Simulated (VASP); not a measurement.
```
CELL_PARAMETERS angstrom
      1.79358    -4.73960     0.00000
      1.79358     4.73960     0.00000
      0.00000     0.00000     3.53464
ATOMIC_POSITIONS crystal
  S  0.56400 0.43600 0.25000
  S  0.43600 0.56400 0.75000
  Hf 0.85475 0.14525 0.25000
  Hf 0.14525 0.85475 0.75000
```

All values below come from PBE GGA, VASP's PBE PAW potentials (set 64) (plane waves; VASP 6.6.1). Run with 525 eV cut-off, 6×6×6 Γ-centred mesh, Gaussian smearing of 0.050 eV, potentials S Hf_pv.

Unless said otherwise, spin-orbit coupling is left out, though it shifts the bands of the heavy elements here.

Q: Estimate the energy per atom (σ→0), pressure, band gap (on the k-mesh) with the smallest direct gap where there is one.

A: 
```
Item                                                        Result
------------------------  ----------------------------------------
band gap (on the k-mesh)  none (metal, semimetal or under 0.01 eV)
energy per atom (σ→0)                               -7.102 eV/atom
pressure                                                 22.90 GPa
```

The absolute energy has meaning only against runs of the same code, potentials and settings.

The structure was generated: HfS was put into the CrB type (Cmcm), which need not be its known phase. The cell was not relaxed at this level. The k-mesh is coarse (spacing up to 0.31 per Å, 2π included), so the numbers may not be converged in it. The run is one of a series of settings (ENCUT = 525 against the base run), some of them coarse on purpose.
